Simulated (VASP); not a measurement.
## Bulk modulus of zinc-blende III-V compounds: measurement against PBEsol

Computed values from VASP (plane waves, PAW); cells keep the symmetry of their structure type. Static lattice, from a third-order Birch-Murnaghan fit over five volumes at each level.

Here x stands for PBEsol B0 and y for measured B0.

| solid | PBEsol B0 (GPa) | measured B0 (GPa) | cut-off (eV) | basis of the measured value |
|---|---|---|---|---|
| InSb | 42.8 | 46.1 | 520 | 0 K, zero-point corrected |
| InAs | 55.6 | ? | 520 | 0 K, zero-point corrected |
| InP | 66.6 | 72.0 | 520 | 0 K, zero-point corrected |
| GaAs | 69.2 | 76.7 | 520 | 0 K, zero-point corrected |
| AlAs | 72.2 | 75.0 | 520 | 0 K, zero-point corrected |
| GaP | 84.7 | 89.6 | 520 | 0 K, zero-point corrected |
| BP | 168.8 | 176.5 | 520 | 0 K, zero-point corrected |
| BN | 386.2 | 410.2 | 520 | 0 K, zero-point corrected |

The 7 complete rows are fitted with a straight line, y against x. With u = x - 127, the rows have u = -84.20, -60.40, -57.80, -54.80, -42.30, 41.80, 259.20. Means: u 0.21429, y 135.16. About the means, the sum of products is 92935 and the sum of squares of u is 87803; the slope is their ratio. Least squares gives y = 134.93 + 1.05846·u. Residuals (row less fit): 0.29, 1.00, 2.95, -1.93, -0.56, -2.67, 0.92; standard error 2.09 (degrees of freedom: 5). The slope is 1.06 with a standard error of 0.0070. Before the fit, PBEsol less measured has mean -7.94, mean absolute 7.94 and median absolute 5.40 GPa over these 7 rows.

**Question.** What does the fit predict for y at x = 55.6, and how far is the measured value from it?

**Answer.** u = -71.40, so y = 134.93 + 1.05846 × (-71.40) = 59.36 GPa. The measured value is 58.6 GPa, 0.76 GPa below the prediction (0.2 % of the range of y in the table). The row lies between fitted rows. From the scatter of the fitted rows alone, a prediction at this place has a standard error of 2.29 GPa, so the miss is 0.3 times that.

Plain PBEsol misses this row by -3.0 GPa. The rows are a random draw of 8 from the 8 solids that have both values on this basis (zero-point corrected by the source), of 11 computed in this series. Not drawn: V to Ni and open 4f shells, rows kept for tests, unfit runs, cells that left their space group, values derived or compiled from fits, values whose temperature is given only as extrapolated, encyclopaedia, home-page and unnamed sources, sources from 2025 on. Measured values as quoted by these papers, many of them computational: InSb Daniel Mejia-Rodriguez et al., Physical Review B (2018), arXiv:1807.09216; InAs Daniel Mejia-Rodriguez et al., Physical Review B (2018), arXiv:1807.09216; InP Daniel Mejia-Rodriguez et al., Physical Review B (2018), arXiv:1807.09216; GaAs Daniel Mejia-Rodriguez et al., Physical Review B (2018), arXiv:1807.09216; AlAs Daniel Mejia-Rodriguez et al., Physical Review B (2018), arXiv:1807.09216; GaP Daniel Mejia-Rodriguez et al., Physical Review B (2018), arXiv:1807.09216; BP Tamar Goldzak et al., The Journal of Chemical Physics (2022), arXiv:2208.04865; BN Daniel Mejia-Rodriguez et al., Physical Review B (2018), arXiv:1807.09216.
